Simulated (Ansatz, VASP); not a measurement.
**LiZnI3 in two plane-wave programs**

Aim: how closely do two programs agree when they are given the same cell, functional and k mesh? The cell is generated by rule, not measured, and may not be a known phase. The cell is taken from a series of runs on this material, whose earlier steps may have relaxed, scaled, displaced or heated it; both programs get it as it stands.

Main program and level: Ansatz 0.2.0; plane waves, with VASP 6.6.1 beside it; zone-centre phonons at PBEsol.

The structure was built from a prototype and need not be the compound's stable phase.

## 1. The starting structure

The structure is cubic, space group Pm-3m (No. 221). The conventional cell has a = 5.567 Å, b = 5.567 Å, c = 5.567 Å, α = 90.00°, β = 90.00°, γ = 90.00°. Nearest to Li lie 12 I at 3.94 Å. Nearest to Zn lie 6 I at 2.78 Å. Nearest to I lie 2 Zn at 2.78 Å. Farther neighbours and most contacts between anions are not listed.

## 2. Ansatz: zone-centre phonons, PBEsol

Ansatz runs on its PAW soft_1 files.

Second derivatives magnify differences that forces hide, and they need a tight electronic threshold.

Contents of input.yaml:

```yaml
crystal:
  lattice:
    - [5.5671905569, 0.0, 0.0]
    - [0.0, 5.5671905569, 0.0]
    - [0.0, 0.0, 5.5671905569]
  atoms:
    - { symbol: Li, position: [0.0, 0.0, 0.0] }
    - { symbol: Zn, position: [0.5, 0.5, 0.5] }
    - { symbol: I, position: [0.5, 0.5, 0.0] }
    - { symbol: I, position: [0.5, 0.0, 0.5] }
    - { symbol: I, position: [0.0, 0.5, 0.5] }
kpoints:
  mp_grid: { grid: [6, 6, 6] }
hamiltonian:
  xc: pbesol
  pseudopotentials: { kind: paw, azcp: { folder: soft_1 }, xc_functional: pbe }
scf:
  occupations: { method: methfessel_paxton, width: 0.2 }
output:
  eigenvalues: true
phonons:
  method: dfpt
```

Launch:

```
$ ansatz run input.yaml --threads 4 --pin off --max-ram 16384MiB --backend cpu --events-out ev --progress --plain --runs-dir out
```

Numbers of over 12 decimals in the logs are rounded to 6 here.

The log of the run:

```text
zone centre: on kpoints.mp_grid the ground state, and the responses unless they are solved on pairs of k-points, stand on 64 of the mesh's 216 k-points, reduced under 8 symmetry operations, with k and −k counted as one. Each operation leaves every solved displacement unchanged or reverses it
Engine: ansatz 0.2.0, aarch64-unknown-linux-gnu
Pseudopotentials: kind: paw
Pseudopotential: Li, paw, valence charge 3, recommended cutoff 420 eV (normal), soft_1/Li.paw.azcp
Pseudopotential: Zn, paw, valence charge 12, recommended cutoff 420 eV (normal), soft_1/Zn.paw.azcp
Pseudopotential: I, paw, valence charge 17, recommended cutoff 420 eV (normal), soft_1/I.paw.azcp
Functional definition: PBEsol
  exchange = pbesol_x
  correlation = pbesol_c
Crystal: 5 atoms, lattice volume = 172.547 Å³
Basis set: ecut = 420 eV, 3407 PW (Γ), exchange–correlation on 80×80×80 points (8 copies of the dense FFT grid, shifted against one another)
Bands: 40, of which v1, the nominal top of the filled ones, is band 33 counted from 1 (32 counted from 0)
Symmetry: 48 space group operations
k-points: 64 of 216 (irreducible under 8 space group operations)
Non-local potential: Li, projectors of the file, l = 0: 3, l = 1: 2, l = 2: 1
Non-local potential: Zn, projectors of the file, l = 0: 2, l = 1: 2, l = 2: 3, l = 3: 1
Non-local potential: I, projectors of the file, l = 0: 2, l = 1: 2, l = 2: 2, l = 3: 1
PAW form: soft (Blöchl's): semilocal exchange-correlation on the pseudo side does not see the compensation charge
PAW frozen core: Zn, regenerated for the run's functional, and the local potential with it (the file was generated under x = pbe(κ = 0.804, μ = 0.219515), c = pbe(β = 0.066725))
PAW frozen core: I, regenerated for the run's functional, and the local potential with it (the file was generated under x = pbe(κ = 0.804, μ = 0.219515), c = pbe(β = 0.066725))
PAW one-centre angular grid: Li, 110 points (default); XC on 64 Gauss nodes
PAW one-centre angular grid: Zn, 590 points (default); XC on 64 Gauss nodes
PAW one-centre angular grid: I, 590 points (default); XC on 64 Gauss nodes
Initial density: superposition of atomic densities (chi_scale 0.1, normalization cell, long waves kept (reshape's long-wave potential 0.01 eV rms))
Initial wavefunctions: pseudopotential atomic-orbital guess
Functional: x = pbesol(κ = 0.804, μ = 0.123457), c = pbesol(β = 0.046)
SCF iter   1: F=—  HF=-25784.329910 eV  |F-HF|=—  |Δ(HF+E_count)|=         —  Δρ=5.37e-2  dr2=3.34e0  ethr=3.10e-3  ⟨swp⟩=8.0  Hψ=12042  notcnv=0
preconditioner: auto → LDOS  [metal: Δε(μ)=0.064 eV  Ē_g=10.763 eV  σ=0.200 eV  W_gap=0.26  n_scr=32 (ndim 8)  ℏωp=16.5 eV  f_vac=0.052  D(μ)=2.59/eV (n_scr^D=18)  β→1.0]
SCF iter   2: F=—  HF=-25785.750479 eV  |F-HF|=—  |Δ(HF+E_count)|=    1.42e0  S|Δr|=    0.00e0  Δρ=9.35e-2  dr2=7.87e0  ethr=3.10e-3  ⟨swp⟩=4.2  Hψ=5945  notcnv=0  defer=105  recentre
preconditioner: auto → none  [metal: Δε(μ)=0.005 eV  Ē_g=8.672 eV  σ=0.200 eV  W_gap=0.02  n_scr=32 (ndim 8)  ℏωp=16.5 eV  f_vac=0.178  D(μ)=0.82/eV (n_scr^D=0)  β→0.5]
SCF iter   3: F=—  HF=-25783.344879 eV  |F-HF|=—  |Δ(HF+E_count)|=    2.41e0  S|Δr|=    0.00e0  Δρ=1.40e-2  dr2=1.92e-1  ethr=3.10e-3  ⟨swp⟩=3.0  Hψ=5384  notcnv=0  defer=114
SCF iter   4: F=—  HF=-25783.309466 eV  |F-HF|=—  |Δ(HF+E_count)|=   3.54e-2  S|Δr|=    0.00e0  Δρ=1.68e-3  dr2=3.32e-3  ethr=2.91e-4  ⟨swp⟩=2.0  Hψ=4173  notcnv=0  defer=111
SCF iter   5: F=—  HF=-25783.316576 eV  |F-HF|=—  |Δ(HF+E_count)|=   7.11e-3  S|Δr|=    0.00e0  Δρ=1.65e-3  dr2=2.59e-3  ethr=5.03e-6  ⟨swp⟩=2.0  Hψ=5180  notcnv=0  defer=111
SCF iter   6: F=—  HF=-25783.317152 eV  |F-HF|=—  |Δ(HF+E_count)|=   5.76e-4  S|Δr|=    0.00e0  Δρ=5.26e-4  dr2=2.54e-4  ethr=3.92e-6  ⟨swp⟩=2.0  Hψ=3179  notcnv=0  defer=111
SCF iter   7: F=—  HF=-25783.317077 eV  |F-HF|=—  |Δ(HF+E_count)|=   7.50e-5  S|Δr|=    0.00e0  Δρ=2.21e-4  dr2=4.31e-5  ethr=3.85e-7  ⟨swp⟩=3.0  Hψ=4840  notcnv=0  defer=111
SCF iter   8: F=—  HF=-25783.317066 eV  |F-HF|=—  |Δ(HF+E_count)|=   1.04e-5  S|Δr|=    0.00e0  Δρ=5.48e-5  dr2=2.73e-6  ethr=6.53e-8  ⟨swp⟩=2.0  Hψ=2801  notcnv=0  defer=111
SCF iter   9: F=—  HF=-25783.317064 eV  |F-HF|=—  |Δ(HF+E_count)|=   2.73e-6  S|Δr|=    0.00e0  Δρ=4.03e-6  dr2=1.25e-8  ethr=4.14e-9  ⟨swp⟩=2.0  Hψ=3050  notcnv=0  defer=111
SCF iter  10: F=—  HF=-25783.317064 eV  |F-HF|=—  |Δ(HF+E_count)|=   4.53e-9  S|Δr|=    0.00e0  Δρ=9.92e-7  dr2=8.02e-10  ethr=1.89e-11  ⟨swp⟩=2.1  Hψ=3572  notcnv=0  defer=111
SCF iter  11: F=-25783.317064 eV  HF=-25783.317064 eV  |F-HF|=0.00e0  |Δ(HF+E_count)|=  2.18e-10  S|Δr|=    0.00e0  Δρ=5.30e-8  dr2=4.15e-12  ethr=1.00e-12  ⟨swp⟩=14.8  Hψ=17516  notcnv=0
SCF 1 converged in 11 iterations: F = -25783.317064 eV  dr2 = 4.15e-12
  greatest PAW one-centre occupation: 0.999 electrons in one spin orbital (limit 2), on the Li atom at site 0 (counted from 0), in its partial waves of l = 0
DFPT response loops at Γ: preconditioner auto → none (partly filled bands, converged f_vac=0.185); β = 0.50; Broyden in place of MSR1
SCF converged after 11 iterations
Stability not checked: this state was not tested for a lower state beside it, because cold or Methfessel-Paxton smearing, or corrected tetrahedra, fill the levels in a way that the test cannot read (fill_not_monotonic; see scf.lower_state_search)
Free energy (F): -25783.317064 eV
Harris-Foulkes:  -25783.317064 eV  (|F-HF|=0.00e0)
Internal energy: -25783.327397 eV  (E = F + TS)
E sigma→0 (E₀):  -25783.319647 eV
Entropy (-TS):   0.010334 eV (2.067 meV/atom)
Fermi energy:    4.597404 eV
Step filling:    the computed levels leave a gap of 0.0000 eV = 0.0 smearing widths at the electron count; against every level under it full and every level over it empty, smearing changes F+E_penalty+E_count by -0.616 meV and its σ→0 estimate by -3.199 meV
--- Per-component energies (eV) ---
  E_band       = -1288.198469
  E_kinetic    = 639.951848
  E_local      = -10081.337364  (includes V_loc(G=0)·N_el)
  E_nonlocal   = 1156.552772
  E_hartree    = 4407.557970
  E_xc         = -406.897135
  E_vxc        = -393.870855  (∫ρ·V_xc dr)
  E_paw        = -15995.067147  (= ΣΔE_a)
  E_vpaw       = -1424.603307  (= ΣTr[D̂ρ^β])
  E_aug_tail   = -0.007348  (compensation charges beyond the density's cutoff)
  E_ewald      = -5506.114756
  E_core_change = 2.033763  (= ΣΔE_core)
  E_smearing   = 0.010334  (= −TS)
  E_closure    = 0.000000  (closes the sum)
  Σ components = -25783.317064   (vs F -25783.317064, Δ=0.00e0)
--- Band table (eV; the first three rows and the last of 64) ---
  k-point 0: bands = [... 29 lower, 3.5454, 3.5574, 3.8946, 3.8946, 3.8946, 6.7995, 9.9800, 9.9800, ... 3 higher]
  k-point 1: bands = [... 29 lower, 3.4542, 3.4620, 3.8294, 3.8294, 4.5610, 7.1818, 9.7294, 10.2065, ... 3 higher]
  k-point 2: bands = [... 29 lower, 3.1740, 3.3073, 3.7950, 3.7950, 5.7894, 7.9540, 9.0257, 10.0031, ... 3 higher]
  k-point 63: bands = [... 29 lower, 4.2202, 4.6050, 4.6050, 4.6050, 6.8220, 8.5023, 8.5023, 8.5023, ... 3 higher]
--- Phonons (Γ-DFPT): 4 representative perturbations + reference, on 64 of 216 k-points (Σ response iterations 15) ---
  k mesh reduced under 8 symmetry operations, with k and −k counted as one. Each operation leaves every solved displacement unchanged or reverses it
  ASR residual: 6.118e-5 → 0.000e0 eV/Å²; symmetrization residual: 8.838e-6 eV/Å²
  ASR residual per site (eV/Å²): 4.18e-6 5.93e-5 6.12e-5 6.12e-5 6.12e-5
  Γ frequencies (cm⁻¹): -170.64 -170.64 -170.64 -27.15 -27.15 -27.15 -16.89 -16.89 -16.89 0.00 0.00 0.00 111.71 111.71 111.71
  non-analytic LO–TO correction: not included (Born effective charges unavailable; polar crystals: no LO–TO splitting at Γ)
```

In the SCF lines HF is the Harris–Foulkes energy and dr2 the Hartree energy of the density residual, in eV; the loop may stop once dr2 is under the threshold and the program's other checks hold. Hψ counts applications of the Hamiltonian.

(Part 1 of 3 ends here.)

[Lines on the potential files, build, host, timing and source positions are cut from VASP's logs without a mark.]

[Logs are printed without paths, hosts, clocks, repeated set-up lines and the standing remarks that a program may print on its own settings, such as how far it seeks lower states.]

[Hosts, paths, dates, database ids (printed as entryN), source tags and the programs' standing remarks are cut or masked in the printed files.]
